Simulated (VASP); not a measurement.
Energy against volume of SiC (zinc blende). Level of theory: TPSS meta-GGA, VASP's PBE PAW potentials (set 64) (plane waves; VASP).

```json
[
 {"V (Å³/atom)": "9.769", "E (eV/atom)": "-10.47635"},
 {"V (Å³/atom)": "10.081", "E (eV/atom)": "-10.49799"},
 {"V (Å³/atom)": "10.393", "E (eV/atom)": "-10.50485"},
 {"V (Å³/atom)": "10.705", "E (eV/atom)": "-10.49893"},
 {"V (Å³/atom)": "11.016", "E (eV/atom)": "-10.48201"}
]
```

**Question.** Fit a third-order Birch-Murnaghan equation of state.

**Answer.** 
```json
{
  "volume_per_atom": "10.40 Å^3/atom",
  "bulk_modulus": "218 GPa",
  "pressure_derivative_of_the_bulk_modulus": "3.92",
  "lattice_constant_a": "8.249 bohr"
}
```

Measured: bulk modulus 229 GPa at 0 K (computed value off by -4.9 %), as given by Daniel Mejia-Rodriguez et al., Physical Review B (2018), arXiv:1807.09216 [0 K value with the zero-point phonon effect removed]; a 4.346 Å at 0 K (computed value off by +0.4 %), as given by Daniel Mejia-Rodriguez et al., Physical Review B (2018), arXiv:1807.09216 [static lattice: zero-point anharmonic expansion removed].

The compound is SiC in the zinc blende structure. It was relaxed first.
